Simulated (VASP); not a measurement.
Data:

```
ScC
1.0
    0.00000     2.31896     2.31896
    2.31896     0.00000     2.31896
    2.31896     2.31896     0.00000
Sc C
1 1
Direct
  0.00000   0.00000   0.00000
  0.50000   0.50000   0.50000
```

Computed with PBEsol GGA, VASP's PBE PAW potentials (set 64) (plane waves; VASP). Run with 520 eV cut-off, Gaussian smearing of 0.050 eV, potentials Sc_sv C.

Question: Give the energies of bands 6 to 10 at the high-symmetry points, in eV from the Fermi level.

Answer: 
```
band     Γ      X      U      L      W
----  ----  -----  -----  -----  -----
6     2.24  -1.74  -1.63  -3.76  -1.35
7     2.24   0.72  -1.60  -0.99  -1.35
8     2.24   0.94  -0.12  -0.99  -1.02
9     3.12   0.94   3.28   5.43   4.68
10    3.12   5.30   5.69   5.43   4.68
```

It has no gap at this level: it comes out as a metal or semimetal.

The structure was generated: ScC was put into the rock salt type (Fm-3m), which need not be its known phase. It was relaxed first, which changed the volume by -34 %. The electron count is odd and the run is not spin-polarised, which forces a metal.
